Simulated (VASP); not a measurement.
These are PBE GGA with D3 dispersion (Becke-Johnson damping), VASP's PBE PAW potentials (set 64) (plane waves; VASP) values and carry that method's errors.

VASP input:

**POSCAR**
```
CuZn
2.9136230
  1.0000000162   0.0000000000   0.0000000000
  0.0000000000   1.0000000162   0.0000000000
  0.0000000000   0.0000000000   1.0000000162
Zn Cu
1 1
Direct
  0.5000000000   0.5000000000   0.5000000000
  0.0000000000   0.0000000000   0.0000000000
```

File KPOINTS:
```
Automatic mesh
0
gamma
14 14 14
```

### INCAR
```
ALGO = Normal
EDIFF = 1E-7
ENCUT = 520
GGA = PE
ISIF = 2
ISMEAR = -5
IVDW = 12
LASPH = T
LCHARG = T
LMAXMIX = 4
LORBIT = 11
LREAL = F
LWAVE = F
NEDOS = 601
NELM = 100
PREC = Accurate
SYSTEM = CuZn
```

POTCAR, in this order: Zn Cu (PBE.64 set). Program: vasp_std.

Output of the run:

OSZICAR:
```
       N       E                     dE             d eps       ncg     rms          rms(c)
DAV:   1     0.111742067956E+03    0.11174E+03   -0.11669E+04  3736   0.257E+03
DAV:   2    -0.306671324901E+01   -0.11481E+03   -0.11207E+03  3614   0.332E+02
DAV:   3    -0.607327650462E+01   -0.30066E+01   -0.29948E+01  4454   0.724E+01
DAV:   4    -0.609341752096E+01   -0.20141E-01   -0.20138E-01  4174   0.527E+00
DAV:   5    -0.609368549480E+01   -0.26797E-03   -0.26780E-03  4854   0.636E-01    0.979E+00
DAV:   6    -0.587814448757E+01    0.21554E+00   -0.16839E+01  3963   0.110E+02    0.588E+00
DAV:   7    -0.498987420803E+01    0.88827E+00   -0.38114E+00  3891   0.106E+02    0.242E+00
DAV:   8    -0.499139983934E+01   -0.15256E-02   -0.17853E-01  4731   0.583E+00    0.134E+00
DAV:   9    -0.498172838172E+01    0.96715E-02   -0.18904E-02  4450   0.366E+00    0.589E-02
DAV:  10    -0.498174883294E+01   -0.20451E-04   -0.51422E-04  4165   0.258E-01    0.315E-02
DAV:  11    -0.498175050622E+01   -0.16733E-05   -0.62969E-06  5712   0.636E-02    0.945E-03
DAV:  12    -0.498174995155E+01    0.55467E-06   -0.79504E-07  5178   0.202E-02    0.733E-04
DAV:  13    -0.498174975377E+01    0.19778E-06   -0.34658E-08  2633   0.401E-03    0.493E-04
DAV:  14    -0.498174960175E+01    0.15202E-06   -0.29231E-08  2227   0.564E-03    0.165E-04
DAV:  15    -0.498174965807E+01   -0.56312E-07   -0.42071E-09  2003   0.151E-03
   1 F= -.60304750E+01 E0= -.60304750E+01  d E =0.000000E+00
```

File OUTCAR:
```
------------------------ aborting loop because EDIFF is reached ----------------------------------------
 Edisp (eV)   -1.04873
  FORCE on cell =-STRESS in cart. coord.  units (eV):
  Direction    XX          YY          ZZ          XY          YZ          ZX
  --------------------------------------------------------------------------------------
  Total       0.02092     0.02092     0.02092    -0.00000     0.00000    -0.00000
  in kB       1.35493     1.35493     1.35493    -0.00000     0.00000    -0.00000
  external pressure =        1.35 kB  Pullay stress =        0.00 kB
  volume of cell :       24.73
      direct lattice vectors                 reciprocal lattice vectors
     2.913623047  0.000000000  0.000000000     0.343215297  0.000000000  0.000000000
     0.000000000  2.913623047  0.000000000     0.000000000  0.343215297  0.000000000
     0.000000000  0.000000000  2.913623047     0.000000000  0.000000000  0.343215297
 POSITION                                       TOTAL-FORCE (eV/Angst)
 -----------------------------------------------------------------------------------
      1.45681      1.45681      1.45681         0.000000      0.000000      0.000000
      0.00000      0.00000      0.00000         0.000000      0.000000      0.000000
 -----------------------------------------------------------------------------------
    total drift:                                0.000000      0.000000     -0.000000
  FREE ENERGIE OF THE ION-ELECTRON SYSTEM (eV)
  ---------------------------------------------------
  free  energy   TOTEN  =        -6.0304749931 eV

  energy  without entropy=       -6.0304749931  energy(sigma->0) =       -6.03047499

 total charge

# of ion       s       p       d       tot
------------------------------------------
    1        0.587   0.550   9.741  10.878
    2        0.436   0.405   9.182  10.022
--------------------------------------------------
tot          1.023   0.955  18.922  20.900
```
(Selected blocks of OUTCAR.)

OUTCAR:
```
 val. band max:        5.8888629088   @ k =   0.4286   0.3571   0.2143

 cond. band min:       5.9954978680   @ k =   0.4286   0.2857   0.2857


 Fermi energy:         5.8635213670

 k-point     1 :       0.0000    0.0000    0.0000
  band No.  band energies     occupation
      1      -4.7369      2.00000
      2      -2.1083      2.00000
      3      -2.1083      2.00000
      4      -1.3581      2.00000
      5      -1.3581      2.00000
      6      -1.3581      2.00000
      7       2.1786      2.00000
      8       2.1786      2.00000
      9       3.0600      2.00000
     10       3.0600      2.00000
     11       3.0600      2.00000
     12      12.2025      0.00000
     13      12.2025      0.00000
     14      12.2025      0.00000
     15      17.3160      0.00000

 k-point     2 :       0.0714    0.0000    0.0000
  band No.  band energies     occupation
      1      -4.6423      2.00000
      2      -2.0964      2.00000
      3      -2.0871      2.00000
      4      -1.3667      2.00000
      5      -1.3667      2.00000
      6      -1.3536      2.00000
      7       2.1722      2.00000
      8       2.1876      2.00000
      9       3.0269      2.00000
     10       3.0269      2.00000
     11       3.0561      2.00000
     12      11.3064      0.00000
     13      12.3480      0.00000
     14      12.3480      0.00000
     15      17.3651      0.00000

 k-point     3 :       0.1429    0.0000    0.0000
  band No.  band energies     occupation
      1      -4.3617      2.00000
      2      -2.0630      2.00000
      3      -2.0256      2.00000
      4      -1.3907      2.00000
      5      -1.3907      2.00000
      6      -1.3410      2.00000
      7       2.1540      2.00000
      8       2.2079      2.00000
      9       2.9369      2.00000
     10       2.9369      2.00000
     11       3.0447      2.00000
     12       9.5576      0.00000
     13      12.7742      0.00000
     14      12.7742      0.00000
     15      17.5140      0.00000
...
```

For a metal the tetrahedron method with Blöchl corrections gives inexact stress and forces.

The compound is CuZn in the CsCl type structure. It was relaxed first. The electron count is odd and the run is not spin-polarised, which forces a metal.
